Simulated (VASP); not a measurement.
# CoSi2: structure and properties in VASP, part 3 of 8

Wanted: the relaxed cell of CoSi2 and its properties. The start is a cell from a database of measured crystal structures.

VASP 6.6.1, plane waves and PAW; the level of theory is named at each step.

Still holding for the runs below: The k-mesh is coarse for a metal. A U on the itinerant d states of such a compound is hard to justify; it moves the bands at the Fermi level.

So far. Step 2 (Magnetic start: ferromagnetic): The moments fall under 0.1 μB, and the mesh shows no gap. Step 3 (Magnetic start: antiferromagnetic, q = (0, 0, 1/2)): The energy lies -0.4 meV an atom from the first pattern, and both runs end without moments, so a difference comes from cell, mesh or thresholds alone. The moments fall under 0.1 μB, and the mesh shows no gap.

**4. Magnetic start: antiferromagnetic, q = (1/2, 1/2, 0)**

Level of this step: PBE, DFT+U (Co d 4 eV), spin-polarised from an antiferromagnetic start; plane waves and PAW (Co, Si) (VASP).

Next, a pattern with opposite moments, which needs a doubled cell; q is given in the reciprocal vectors of the primitive cell.

INCAR

```
SYSTEM = CoSi2
PREC = Accurate
ENCUT = 400
EDIFF = 1E-06
NELM = 100
ISMEAR = 0
SIGMA = 0.05
LREAL = .FALSE.
ALGO = Normal
GGA = PE
NBANDS = 26
ISPIN = 2
MAGMOM = 2 -2 0 0 0 0
LDAU = .TRUE.
LDAUTYPE = 2
LDAUL = 2 -1
LDAUU = 4 0
LDAUJ = 0 0
LDAUPRINT = 1
LASPH = .TRUE.
LMAXMIX = 4
LORBIT = 11
LWAVE = .FALSE.
LCHARG = .FALSE.
KPAR = 8
ISIF = 2
```

POSCAR

```
CoSi2
1.0
    2.6825000000      2.6825000000      0.0000000000
   -2.6825000000      2.6825000000      0.0000000000
    0.0000000000      0.0000000000      5.3650000000
Co Si
2 4
Direct
    0.0000000000      0.0000000000      0.0000000000
    0.5000000000      0.5000000000      0.5000000000
    0.5000000000      0.0000000000      0.2500000000
    0.0000000000      0.5000000000      0.7500000000
    0.5000000000      0.0000000000      0.7500000000
    0.0000000000      0.5000000000      0.2500000000
```

KPOINTS

```
Automatic mesh
0
Gamma
6 6 4
0 0 0
```

Potentials, in the order of the species: Co and Si (PBE family, release 64).

Run with:

```console
$ mpirun -np 8 vasp_std
```

What it wrote:

```text
[... set-up lines as in an earlier step ...]
 entering main loop
       N       E                     dE             d eps       ncg     rms          rms(c)
DAV:   1     0.172554037721E+03    0.17255E+03   -0.11980E+04  3120   0.107E+03
DAV:   2    -0.208713630059E+02   -0.19343E+03   -0.18125E+03  3150   0.256E+02
DAV:   3    -0.322915647949E+02   -0.11420E+02   -0.11023E+02  3860   0.760E+01
DAV:   4    -0.325984084776E+02   -0.30684E+00   -0.30530E+00  3886   0.118E+01
DAV:   5    -0.326094590926E+02   -0.11051E-01   -0.11045E-01  4310   0.228E+00    0.198E+01
DAV:   6    -0.375172266483E+02   -0.49078E+01   -0.38873E+01  3674   0.105E+02    0.215E+01
DAV:   7    -0.314225505180E+02    0.60947E+01   -0.18114E+01  3774   0.891E+01    0.612E+00
DAV:   8    -0.316433454088E+02   -0.22079E+00   -0.25673E+00  4736   0.133E+01    0.347E+00
DAV:   9    -0.315964684378E+02    0.46877E-01   -0.30449E-01  4516   0.851E+00    0.127E+00
DAV:  10    -0.316020038500E+02   -0.55354E-02   -0.47128E-02  3972   0.179E+00    0.525E-01
DAV:  11    -0.316026275466E+02   -0.62370E-03   -0.60294E-03  4706   0.945E-01    0.243E-01
DAV:  12    -0.316033550536E+02   -0.72751E-03   -0.12897E-03  4404   0.575E-01    0.774E-02
DAV:  13    -0.316034624020E+02   -0.10735E-03   -0.26081E-04  4552   0.186E-01    0.324E-02
DAV:  14    -0.316034895005E+02   -0.27098E-04   -0.44459E-05  3492   0.624E-02    0.163E-02
DAV:  15    -0.316035010754E+02   -0.11575E-04   -0.15980E-05  3998   0.520E-02    0.102E-02
DAV:  16    -0.316035017056E+02   -0.63026E-06   -0.28475E-06  3176   0.182E-02
   1 F= -.31603502E+02 E0= -.31601547E+02  d E =-.391036E-02  mag=     0.0000
```

Run time: 30 s. Hardware: 8 MPI ranks of Intel Xeon Platinum 8259CL at 2.50GHz (Skylake/Cascade Lake), shared host; peak memory 1.9 GiB; 3.1 min of CPU time.

OUTCAR, selected parts (step 4):

```text
  LATTYP: Found a simple tetragonal cell.
 ALAT       =     3.7936278811
 C/A-ratio  =     1.4142135624

 Subroutine GETGRP returns: Found 16 space group operations
 (whereof 16 operations were pure point group operations)

The static configuration has the point symmetry D_4h.

 Found     30 irreducible k-points:

   k-points           NKPTS =     30   k-points in BZ     NKDIM =     30   number of bands    NBANDS=     26

   dimension x,y,z NGX =    28 NGY =   28 NGZ =   36
   dimension x,y,z NGXF=    56 NGYF=   56 NGZF=   72

   ENCUT  =  400.0 eV  29.40 Ry    5.42 a.u.   6.19  6.19  8.75*2*pi/ulx,y,z

   NELECT =      34.0000    total number of electrons

atom =   1  type =  1  l = 2

 onsite density matrix

spin component  1

  0.7455  0.0000 -0.0000 -0.0000 -0.0000
  0.0000  0.7505 -0.0000  0.0000  0.0000
 -0.0000 -0.0000  0.8278 -0.0000 -0.0000
 -0.0000  0.0000 -0.0000  0.7505  0.0000
 -0.0000  0.0000 -0.0000  0.0000  0.8356

spin component  2

  0.7455  0.0000 -0.0000 -0.0000 -0.0000
  0.0000  0.7505 -0.0000  0.0000  0.0000
 -0.0000 -0.0000  0.8277 -0.0000 -0.0000
 -0.0000  0.0000 -0.0000  0.7505  0.0000
 -0.0000  0.0000 -0.0000  0.0000  0.8356

 occupancies and eigenvectors

  o =  0.7455  v =  0.0000  0.0000  0.0000  0.0000  0.0000  1.0000  0.0000  0.0000  0.0000  0.0000      0.0000  0.0000  0.0000  0.0000  0.0000  0.0000  0.0000  0.0000  0.0000  0.0000
  o =  0.7455  v =  1.0000  0.0000  0.0000  0.0000  0.0000  0.0000  0.0000  0.0000  0.0000  0.0000      0.0000  0.0000  0.0000  0.0000  0.0000  0.0000  0.0000  0.0000  0.0000  0.0000
  o =  0.7505  v =  0.0000 -0.1612  0.0000 -0.9869  0.0000  0.0000  0.0000  0.0000  0.0000  0.0000      0.0000  0.0000  0.0000  0.0000  0.0000  0.0000  0.0000  0.0000  0.0000  0.0000
  o =  0.7505  v =  0.0000  0.9869 -0.0000 -0.1612  0.0000  0.0000  0.0000  0.0000  0.0000  0.0000      0.0000  0.0000  0.0000  0.0000  0.0000  0.0000  0.0000  0.0000  0.0000  0.0000
  o =  0.7505  v =  0.0000  0.0000  0.0000  0.0000  0.0000  0.0000  0.5464 -0.0000 -0.8376 -0.0000      0.0000  0.0000  0.0000  0.0000  0.0000  0.0000  0.0000  0.0000  0.0000  0.0000
  o =  0.7505  v =  0.0000  0.0000  0.0000  0.0000  0.0000  0.0000  0.8376  0.0000  0.5464 -0.0000      0.0000  0.0000  0.0000  0.0000  0.0000  0.0000  0.0000  0.0000  0.0000  0.0000
  o =  0.8277  v =  0.0000  0.0000  0.0000  0.0000  0.0000  0.0000 -0.0000  1.0000 -0.0000 -0.0000      0.0000  0.0000  0.0000  0.0000  0.0000  0.0000  0.0000  0.0000  0.0000  0.0000
  o =  0.8278  v =  0.0000  0.0000  1.0000  0.0000  0.0000  0.0000  0.0000  0.0000  0.0000  0.0000      0.0000  0.0000  0.0000  0.0000  0.0000  0.0000  0.0000  0.0000  0.0000  0.0000
  o =  0.8356  v =  0.0000  0.0000  0.0000  0.0000  0.0000  0.0000 -0.0000 -0.0000  0.0000 -1.0000      0.0000  0.0000  0.0000  0.0000  0.0000  0.0000  0.0000  0.0000  0.0000  0.0000
  o =  0.8356  v =  0.0000  0.0000  0.0000 -0.0000 -1.0000  0.0000  0.0000  0.0000  0.0000  0.0000      0.0000  0.0000  0.0000  0.0000  0.0000  0.0000  0.0000  0.0000  0.0000  0.0000

atom =   2  type =  1  l = 2

 onsite density matrix

spin component  1

  0.7455 -0.0000 -0.0000  0.0000  0.0000
 -0.0000  0.7505 -0.0000  0.0000  0.0000
 -0.0000 -0.0000  0.8277  0.0000 -0.0000
  0.0000  0.0000  0.0000  0.7505 -0.0000
  0.0000  0.0000 -0.0000 -0.0000  0.8356

spin component  2

  0.7455 -0.0000 -0.0000  0.0000  0.0000
 -0.0000  0.7505 -0.0000  0.0000  0.0000
 -0.0000 -0.0000  0.8278  0.0000 -0.0000
  0.0000  0.0000  0.0000  0.7505 -0.0000
  0.0000  0.0000 -0.0000 -0.0000  0.8356

 occupancies and eigenvectors

  o =  0.7455  v =  1.0000  0.0000  0.0000  0.0000  0.0000  0.0000  0.0000  0.0000  0.0000  0.0000      0.0000  0.0000  0.0000  0.0000  0.0000  0.0000  0.0000  0.0000  0.0000  0.0000
  o =  0.7455  v =  0.0000  0.0000  0.0000  0.0000  0.0000  1.0000  0.0000  0.0000  0.0000  0.0000      0.0000  0.0000  0.0000  0.0000  0.0000  0.0000  0.0000  0.0000  0.0000  0.0000
  o =  0.7505  v =  0.0000  0.0000  0.0000  0.0000  0.0000  0.0000 -0.9637  0.0000  0.2670  0.0000      0.0000  0.0000  0.0000  0.0000  0.0000  0.0000  0.0000  0.0000  0.0000  0.0000
  o =  0.7505  v =  0.0000  0.0000  0.0000  0.0000  0.0000  0.0000  0.2670  0.0000  0.9637  0.0000      0.0000  0.0000  0.0000  0.0000  0.0000  0.0000  0.0000  0.0000  0.0000  0.0000
  o =  0.7505  v =  0.0000 -0.9030 -0.0000  0.4297  0.0000  0.0000  0.0000  0.0000  0.0000  0.0000      0.0000  0.0000  0.0000  0.0000  0.0000  0.0000  0.0000  0.0000  0.0000  0.0000
  o =  0.7505  v =  0.0000  0.4297  0.0000  0.9030 -0.0000  0.0000  0.0000  0.0000  0.0000  0.0000      0.0000  0.0000  0.0000  0.0000  0.0000  0.0000  0.0000  0.0000  0.0000  0.0000
  o =  0.8277  v =  0.0000  0.0000 -1.0000  0.0000  0.0000  0.0000  0.0000  0.0000  0.0000  0.0000      0.0000  0.0000  0.0000  0.0000  0.0000  0.0000  0.0000  0.0000  0.0000  0.0000
  o =  0.8278  v =  0.0000  0.0000  0.0000  0.0000  0.0000  0.0000 -0.0000 -1.0000  0.0000  0.0000      0.0000  0.0000  0.0000  0.0000  0.0000  0.0000  0.0000  0.0000  0.0000  0.0000
  o =  0.8356  v =  0.0000 -0.0000 -0.0000  0.0000 -1.0000  0.0000  0.0000  0.0000  0.0000  0.0000      0.0000  0.0000  0.0000  0.0000  0.0000  0.0000  0.0000  0.0000  0.0000  0.0000
  o =  0.8356  v =  0.0000  0.0000  0.0000  0.0000  0.0000  0.0000 -0.0000 -0.0000  0.0000 -1.0000      0.0000  0.0000  0.0000  0.0000  0.0000  0.0000  0.0000  0.0000  0.0000  0.0000

 E-fermi :   9.9103

 spin component 1
 k-point     1 :       0.0000    0.0000    0.0000
  band No.  band energies     occupation
    ...
     11       7.5760      1.00000
     12       7.7740      1.00000
     13       7.7822      1.00000
     14       7.7822      1.00000
     15       8.0958      1.00000
     16      10.6456      0.00000
     17      11.3916      0.00000
     18      12.7611      0.00000
     19      13.2562      0.00000
     20      13.2562      0.00000
    ...

 k-point     2 :       0.1667    0.0000    0.0000
  band No.  band energies     occupation
    ...
     11       7.5811      1.00000
     12       7.6626      1.00000
     13       7.8730      1.00000
     14       8.2677      1.00000
     15       8.3190      1.00000
     16      10.6480      0.00000
     17      11.0906      0.00000
     18      11.6460      0.00000
     19      12.0499      0.00000
     20      13.1909      0.00000
    ...

 k-point     3 :       0.3333    0.0000    0.0000
  band No.  band energies     occupation
    ...
     13       8.1691      1.00000
     14       8.3518      1.00000
     15       8.9318      1.00000
     16       8.9865      1.00000
     17       9.6180      1.00000
     18      11.5932      0.00000
     19      11.9014      0.00000
     20      13.0335      0.00000
     21      13.2140      0.00000
     22      13.5365      0.00000
    ...

 k-point     4 :       0.5000    0.0000    0.0000
  band No.  band energies     occupation
    ...
     12       7.2960      1.00000
     13       8.0395      1.00000
     14       8.0396      1.00000
     15       8.7294      1.00000
     16       8.7297      1.00000
     17      10.0893      0.00000
     18      10.0894      0.00000
     19      12.3247      0.00000
     20      12.3247      0.00000
     21      14.0415      0.00000
    ...

  Total       -2.4614725     -2.4614725     -3.0709988      0.0000000      0.0000000      0.0000000
  in kB      -51.0771193    -51.0771193    -63.7251766      0.0000000      0.0000000      0.0000000
  external PRESSURE =     -55.2931384 kB  Pullay stress =       0.0000000 kB

  energy-cutoff  :      400.00
  volume of cell :       77.21
      direct lattice vectors                 reciprocal lattice vectors
     2.682500000  2.682500000  0.000000000     0.186393290  0.186393290  0.000000000
    -2.682500000  2.682500000  0.000000000    -0.186393290  0.186393290  0.000000000
     0.000000000  0.000000000  5.365000000     0.000000000  0.000000000  0.186393290

 POSITION                                       TOTAL-FORCE (eV/Angst)
 -----------------------------------------------------------------------------------
      0.00000      0.00000      0.00000         0.000000     -0.000000     -0.000000
      0.00000      2.68250      2.68250        -0.000000      0.000000      0.000000
      1.34125      1.34125      1.34125         0.000000     -0.000000      0.000000
     -1.34125      1.34125      4.02375         0.000000     -0.000000     -0.000000
      1.34125      1.34125      4.02375         0.000000     -0.000000     -0.000000
     -1.34125      1.34125      1.34125         0.000000     -0.000000     -0.000000
 -----------------------------------------------------------------------------------
    total drift:                               -0.000000      0.000000      0.000000

  FREE ENERGIE OF THE ION-ELECTRON SYSTEM (eV)
  ---------------------------------------------------
  free  energy   TOTEN  =       -31.6035017056 eV

  energy  without entropy=      -31.5995913456  energy(sigma->0) =      -31.60154653

 total charge
# of ion       s       p       d       tot
------------------------------------------
    1        0.522   0.685   7.776   8.983
    2        0.522   0.685   7.776   8.983
    3        0.718   0.860   0.000   1.578
    4        0.718   0.860   0.000   1.578
    5        0.718   0.860   0.000   1.578
    6        0.718   0.860   0.000   1.578
--------------------------------------------------
tot          3.915   4.810  15.552  24.277

 magnetization (x)
# of ion       s       p       d       tot
------------------------------------------
    1       -0.000   0.000  -0.000  -0.000
    2        0.000  -0.000   0.000   0.000
    3        0.000   0.000   0.000   0.000
    4        0.000   0.000   0.000   0.000
    5        0.000   0.000   0.000   0.000
    6        0.000   0.000   0.000   0.000
--------------------------------------------------
tot          0.000   0.000   0.000   0.000

[... 6 further parts left out ...]
```

At this level the cell is under a tension of 5.5 GPa, so at these settings it is away from equilibrium.

Numbers from this step:

```yaml
scf_cycles: 16
irreducible_k_points: 30
symmetry_operations: 16
free_energy_toten: -31.60 eV
energy_at_zero_smearing: -31.60 eV
fermi_energy: 9.910 eV
pressure: -5.529 GPa
```

The energy lies +4.6 meV an atom from the first pattern, and both runs end without moments, so a difference comes from cell, mesh or thresholds alone. The moments fall under 0.1 μB, and the mesh shows no gap.

**5. The orders side by side**

This step: collinear orders at PBE, DFT+U (Co d 4 eV); plane waves and PAW (VASP 6.6.1).

This step runs nothing: it gathers the runs above.

Patterns, by row:

```tsv
start	atoms	energy less that of the first (meV/atom)	largest site moment (μB)	end state
ferromagnetic	3	0	0	non-magnetic
antiferromagnetic, q = (0, 0, 1/2)	6	-0.4	0	non-magnetic
antiferromagnetic, q = (1/2, 1/2, 0)	6	4.6	0	non-magnetic
```

All patterns lost their moments. Runs that ended non-magnetic differ by up to 5.0 meV an atom among themselves, which can come from the unlike meshes of the cells or from a run that isn't fully settled. The session goes on with moments started at or near zero.

(Part 3 of 8 ends here.)

[Lines on the potential files, build, host, timing and source positions are cut from VASP's logs without a mark.]

[Logs are printed without paths, hosts, clocks, repeated set-up lines and the standing remarks that a program may print on its own settings, such as how far it seeks lower states.]

[Hosts, paths, dates, database ids (printed as entryN), source tags and the programs' standing remarks are cut or masked in the printed files.]

[A measured line is paired with the nearest computed mode of its activity, which favours agreement.]

[In band tables of VASP the shares of atoms and orbitals are scaled to a sum of 1 inside the atoms' spheres.]
